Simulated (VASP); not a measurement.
Method: PBE GGA with D3 dispersion (Becke-Johnson damping), VASP's PBE PAW potentials (set 64) (plane waves; VASP).

VASP ran on this input.

### INCAR
```
SYSTEM = WS2
PREC = Accurate
ENCUT = 480
EDIFF = 1E-6
NELM = 100
ALGO = Normal
LREAL = .FALSE.
LASPH = .TRUE.
ISMEAR = 0
SIGMA = 0.05
GGA = PE
IVDW = 12
LMAXMIX = 6
LWAVE = .FALSE.
LCHARG = .FALSE.
IBRION = 2
ISIF = 3
NSW = 60
EDIFFG = -0.02
```

KPOINTS:
```
Regular mesh
0
G
 7 7 2
```

**POSCAR**
```
WS2
1
    3.1556360579    -0.0000000000    -0.0000000000
   -1.5778180290     2.7328609692     0.0000000000
    0.0000000000     0.0000000000    12.1221292310
W S
2 4
Direct
  0.6666670000   0.3333330000   0.7500000000
  0.3333330000   0.6666670000   0.2500000000
  0.6666670000   0.3333330000   0.3798861406
  0.3333330000   0.6666670000   0.8798861406
  0.3333330000   0.6666670000   0.6201138594
  0.6666670000   0.3333330000   0.1201138594
```

POTCAR, in this order: W_sv S (PBE.64 set). Program: vasp_std.

### Question
What will the output report for the number of irreducible k-points (NKPTS), largest plane-wave count, number of space-group operations, FFT grid (NGX, NGY, NGZ)?

### Answer

number of irreducible k-points (NKPTS): 16
largest plane-wave count: 2527
number of space-group operations: 24
FFT grid (NGX, NGY, NGZ): 24 × 24 × 90

The compound is WS2 in the 2H layered structure. This run relaxes it. Symmetry was kept, so distortions that lower it aren't found. The start is the result of an earlier pass.
